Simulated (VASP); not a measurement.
# LaZn2Re2 (I4/mmm) in VASP: single point with r2SCAN

Aim: the single point of LaZn2Re2 with r2SCAN.

Everything below comes from runs of VASP 6.6.1. Logs are shortened: lines on timing, memory, paths and dates and some standing lists are left out, and cuts for length are marked.

## (1) The structure

The structure is tetragonal, space group I4/mmm (No. 139). Conventional cell: a = 3.843 Å, b = 3.843 Å, c = 12.356 Å, α = 90.00°, β = 90.00°, γ = 90.00°. Re (site symmetry -4m2) is surrounded by 4 Zn at 2.63 Å and 4 Re at 2.72 Å. Around La (site symmetry 4/mmm) lie 8 Zn at 3.01 Å. Zn (site symmetry 4mm) has 1 Zn at 2.59 Å and 4 Re at 2.63 Å as nearest neighbours.

The cell was built by a generator and needn't be a form met in nature.

## (2) Single point, r2SCAN

The input, POSCAR:

```
LaZn2Re2
1.0
    0.0000000000      3.8427306971      0.0000000000
    3.8427306971      0.0000000000      0.0000000000
    1.9213653486      1.9213653486     -6.1782490298
Re La Zn
2 1 2
Direct
    0.7500000000      0.2500000000      0.5000000000
    0.2500000000      0.7500000000      0.5000000000
    0.0000000000      0.0000000000      0.0000000000
    0.3951419446      0.3951419446      0.2097161108
    0.6048580554      0.6048580554      0.7902838892
```

The input, INCAR.step1:

```
SYSTEM = LaZn2Re2
  PREC = Accurate
  ENCUT = 520
  ISMEAR = -1
  SIGMA = 0.1
  LREAL = .False.
  LASPH = .True.
  NELM = 100
  NBANDS = 32
  GGA = PE
  ALGO = Normal
  EDIFF = 1E-4
  LWAVE = .True.
  LCHARG = .False.
```

The input, INCAR.step2:

```
SYSTEM = LaZn2Re2
  PREC = Accurate
  ENCUT = 520
  EDIFF = 1E-7
  ISMEAR = -1
  SIGMA = 0.1
  LREAL = .False.
  LASPH = .True.
  NELM = 100
  ALGO = Normal
  ISIF = 2
  LWAVE = .False.
  LCHARG = .False.
  METAGGA = R2SCAN
  LMIXTAU = .True.
  NBANDS = 32
  ISTART = 1
```

The input, KPOINTS:

```
Automatic mesh
0
Gamma
  5 5 5
  0 0 0
```

Potentials or basis: VASP PAW PBE potentials, release 64 (Re, La, Zn).

Started as:

```console
$ cat potpaw_PBE.64/Re/POTCAR potpaw_PBE.64/La/POTCAR potpaw_PBE.64/Zn/POTCAR > POTCAR
$ cp INCAR.step1 INCAR
$ mpirun -np 1 vasp_std > vasp.out
$ cp INCAR.step2 INCAR
$ mpirun -np 1 vasp_std > vasp.out
```

OUTCAR:

```text
SYSTEM = LaZn2Re2
   PREC = Accurate
   ENCUT = 520
   EDIFF = 1E-7
   ISMEAR = -1
   LREAL = .False.
   LASPH = .True.
   NELM = 100
   ISIF = 2
   METAGGA = R2SCAN
   ISTART = 1

 ion  position               nearest neighbor table
   1  0.750  0.250  0.500-   4 2.63   5 2.63   5 2.63   4 2.63   2 2.72   2 2.72   2 2.72   2 2.72

   2  0.250  0.750  0.500-   4 2.63   5 2.63   5 2.63   4 2.63   1 2.72   1 2.72   1 2.72   1 2.72

   3  0.000  0.000  0.000-   5 3.01   4 3.01   5 3.01   4 3.01   4 3.01   5 3.01   5 3.01   4 3.01

   4  0.395  0.395  0.210-   5 2.59   2 2.63   1 2.63   2 2.63   1 2.63   3 3.01   3 3.01   3 3.01
                             3 3.01
   5  0.605  0.605  0.790-   4 2.59   1 2.63   2 2.63   2 2.63   1 2.63   3 3.01   3 3.01   3 3.01
                             3 3.01

  LATTYP: Found a body centered tetragonal cell.
 ALAT       =     3.8427306971
 C/A-ratio  =     3.2155513965

  Lattice vectors:

 A1 = (  -1.9213653486,   1.9213653485,   6.1782490298)
 A2 = (   1.9213653485,  -1.9213653486,   6.1782490298)
 A3 = (   1.9213653486,   1.9213653486,  -6.1782490298)

Analysis of symmetry for initial positions (statically):
=====================================================================
 Subroutine PRICEL returns:
 Original cell was already a primitive cell.

 Routine SETGRP: Setting up the symmetry group for a
 body centered tetragonal supercell.

 Subroutine GETGRP returns: Found 16 space group operations
 (whereof 16 operations were pure point group operations)
 out of a pool of 16 trial point group operations.

The static configuration has the point symmetry D_4h.

Analysis of symmetry for dynamics (positions and initial velocities):
=====================================================================
 Subroutine PRICEL returns:
 Original cell was already a primitive cell.

 Routine SETGRP: Setting up the symmetry group for a
 body centered tetragonal supercell.

 Subroutine GETGRP returns: Found 16 space group operations
 (whereof 16 operations were pure point group operations)
 out of a pool of 16 trial point group operations.

The dynamic configuration has the point symmetry D_4h.

 Subroutine INISYM returns: Found 16 space group operations
 (whereof 16 operations are pure point group operations),
 and found     1 'primitive' translations

----------------------------------------------------------------------------------------

                                     Primitive cell

[... 91 lines left out ...]
   EDIFFG = 0.1E-05   stopping-criterion for IOM
   NSW    =      0    number of steps for IOM
   IBRION =     -1    ionic relax: 0-MD 1-quasi-New 2-CG
   NFREE  =      0    steps in history (QN), initial steepest desc. (CG)
   ISIF   =      2    stress and relaxation
   ISYM   =      2    0-nonsym 1-usesym 2-fastsym
   POTIM  = 0.5000    time-step for ionic-motion
   TEBEG  =    0.0;   TEEND  =   0.0 temperature during run
   PSTRESS=    0.0 pullay stress
   NELECT =      49.0000    total number of electrons
   NUPDOWN=      -1.0000    fix difference up-down
   EMIN   =  10.00;   EMAX   =-10.00  energy-range for DOS
   EFERMI =   0.00;   METHOD = LEGACY
   ISMEAR =    -1;   SIGMA  =   0.10  broadening in eV -4-tet -1-fermi 0-gaus
   EFERMI_NEDOS =   21; number of points for ismear=-14 and -15
   IALGO  =     38    algorithm
   IMIX   =      4    mixing-type and parameters
     AMIX     =   0.40;   BMIX     =  1.00
     AMIX_MAG =   1.60;   BMIX_MAG =  1.00
  volume/ion in A,a.u.               =      18.25       123.13
  Fermi-wavevector in a.u.,A,eV,Ry     =   1.330736  2.514726 24.093973  1.770857
  Thomas-Fermi vector in A             =   2.459800
   LORBIT       =      0    0 simple, 1 ext, 2 COOP (PROOUT), +10 PAW based schemes
   METAGGA = R2SCAN    functional components
   LHFCALC =     F    Hartree Fock is set to
   AEXX    =    0.0000 exact exchange contribution
   IVDW    =     0    specifies the selected vdW correction
   LEPSILON=     F    determine dielectric tensor
   LRPA    =     F    only Hartree local field effects (RPA)
 non-spin polarized calculation
  energy-cutoff  :      520.00
  volume of cell :       91.23
 maximum number of plane-waves:      2477
 NGX is ok and might be reduce to    30
   NGX = 15   NGY = 15   NGZ = 25

 number of electron      49.0000012 magnetization

 Free energy of the ion-electron system (eV)
  ---------------------------------------------------
  ext. energy  EPLUGINS =         0.00000000
  ---------------------------------------------------
  free energy    TOTEN  =      -152.07242020 eV

  energy without entropy =     -151.98959091  energy(sigma->0) =     -152.03100555

 E-fermi :   6.5603     XC(G=0): -12.8133

 val. band max:        6.5543463110   @ k =   0.4000   0.0000   0.0000
 cond. band min:       6.5660235181   @ k =   0.4000   0.0000   0.2000
 fundamental gap:      0.0116772071
 Fermi energy:         6.5602721184

 k-point     1 :       0.0000    0.0000    0.0000
  band No.  band energies     occupation
      1     -26.8572      2.00000
      2     -10.2222      2.00000
      3     -10.0306      2.00000
      4     -10.0306      2.00000
      5      -2.5611      2.00000
      6      -1.1806      2.00000
[... 619 lines left out ...]
     31       9.2580      0.00000
     32       9.3306      0.00000

------------------------ aborting loop because EDIFF is reached ----------------------------------------

  FORCE on cell =-STRESS in cart. coord.  units (eV):
  Direction    XX          YY          ZZ          XY          YZ          ZX
  --------------------------------------------------------------------------------------
  -------------------------------------------------------------------------------------
  Total       -0.0618496     -0.0618496      0.0902756      0.0000000     -0.0000000     -0.0000000
  in kB       -1.0861815     -1.0861815      1.5853875      0.0000000     -0.0000000     -0.0000000
  external PRESSURE =      -0.1956585 kB  Pullay stress =       0.0000000 kB

 VOLUME and BASIS-vectors are now :
 -----------------------------------------------------------------------------
  energy-cutoff  :      520.00
  volume of cell :       91.23
      direct lattice vectors                 reciprocal lattice vectors
     0.000000000  3.842730697  0.000000000     0.000000000  0.260231611  0.080929078
     3.842730697  0.000000000  0.000000000     0.260231611  0.000000000  0.080929078
     1.921365349  1.921365349 -6.178249030     0.000000000  0.000000000 -0.161858157

 POSITION                                       TOTAL-FORCE (eV/Angst)
 -----------------------------------------------------------------------------------
      1.92137      3.84273     -3.08912        -0.000000      0.000000      0.000000
      3.84273      1.92137     -3.08912         0.000000     -0.000000      0.000000
      0.00000      0.00000      0.00000        -0.000000     -0.000000      0.000000
      1.92137      1.92137     -1.29568        -0.000000     -0.000000      0.007802
      3.84273      3.84273     -4.88257         0.000000      0.000000     -0.007802
 -----------------------------------------------------------------------------------
    total drift:                               -0.000000      0.000000      0.000000

  FREE ENERGIE OF THE ION-ELECTRON SYSTEM (eV)
  ---------------------------------------------------
  free  energy   TOTEN  =      -152.0724201971 eV

  energy  without entropy=     -151.9895909081  energy(sigma->0) =     -152.03100555
```

OSZICAR.step1:

```text
N       E                     dE             d eps       ncg     rms          rms(c)
DAV:   1     0.365289536611E+03    0.36529E+03   -0.19763E+04  1728   0.236E+03
DAV:   2     0.333151233935E+02   -0.33197E+03   -0.30789E+03  2024   0.658E+02
DAV:   3    -0.278245877002E+02   -0.61140E+02   -0.56543E+02  2024   0.204E+02
DAV:   4    -0.339869368211E+02   -0.61623E+01   -0.56651E+01  2288   0.589E+01
DAV:   5    -0.349001458104E+02   -0.91321E+00   -0.88971E+00  2040   0.198E+01    0.333E+01
DAV:   6    -0.331768441589E+02    0.17233E+01   -0.60469E+01  2272   0.789E+01    0.709E+00
DAV:   7    -0.313501422918E+02    0.18267E+01   -0.18371E+01  2264   0.527E+01    0.964E+00
DAV:   8    -0.314773805614E+02   -0.12724E+00   -0.35429E+00  2032   0.167E+01    0.284E+00
DAV:   9    -0.313243925193E+02    0.15299E+00   -0.86881E-01  2152   0.120E+01    0.704E-01
DAV:  10    -0.313318975572E+02   -0.75050E-02   -0.92783E-02  2072   0.239E+00    0.314E-01
DAV:  11    -0.313314341205E+02    0.46344E-03   -0.13357E-02  2296   0.126E+00    0.156E-01
DAV:  12    -0.313314578667E+02   -0.23746E-04   -0.27572E-03  2184   0.523E-01    0.487E-02
DAV:  13    -0.313314317641E+02    0.26103E-04   -0.20160E-04  1168   0.199E-01
   1 F= -.31331432E+02 E0= -.31278484E+02  d E =-.105896E+00
```

It took 4.9 min on 1 thread of AMD EPYC 7R13 (Zen 3), shared host; peak memory 0.22 GiB.

Results:

- Free energy: -152.0724 eV
- Pressure: 0.0 GPa
- Largest force: 0.008 eV/Å
- Band gap on the k mesh: none (metal or under the smearing width)

Forces on the atoms (eV/Å):
```
Re   0.000  0.000  0.000
Re   0.000  0.000  0.000
La   0.000  0.000  0.000
Zn   0.000  0.000  0.008
Zn   0.000  0.000 -0.008
```

Stress tensor (GPa, compression positive):
```
-0.11  0.00  0.00
 0.00 -0.11  0.00
 0.00  0.00  0.16
```

Levels at points of the mesh, in eV from the Fermi level:
```csv
k point,band 22,band 23,band 24,band 25,band 26,band 27
"(0.00, 0.00, 0.00)",-1.45,-0.06,0.16,1.06,1.06,1.47
```

Caveat: the PAW data sets were made with another functional, which shifts forces and pressure a little.
